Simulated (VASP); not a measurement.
Here is the system:

```
AsB
1.0
    3.18965     0.00000     0.00000
   -1.59483     2.76232     0.00000
    0.00000     0.00000     5.29208
B As
2 2
Direct
  0.33333   0.66667   0.00107
  0.66667   0.33333   0.50107
  0.33333   0.66667   0.37393
  0.66667   0.33333   0.87393
```

Method: PBEsol GGA, VASP's PBE PAW potentials (set 64) (plane waves; VASP). Numerical set-up: 620 eV cut-off, 8×8×4 Γ-centred mesh, Gaussian smearing of 0.050 eV, potentials B As.

Q: What does the run give for the energy per atom (σ→0), pressure?

A: 
```
Property                        Value
---------------------  --------------
energy per atom (σ→0)  -5.933 eV/atom
pressure                    30.01 GPa
```

Total energies compare only between runs with the same potentials, cut-off and functional.

The structure was generated: BAs was put into the wurtzite type (P6_3mc), which need not be its known phase. It was relaxed first under an external pressure of 30 GPa.
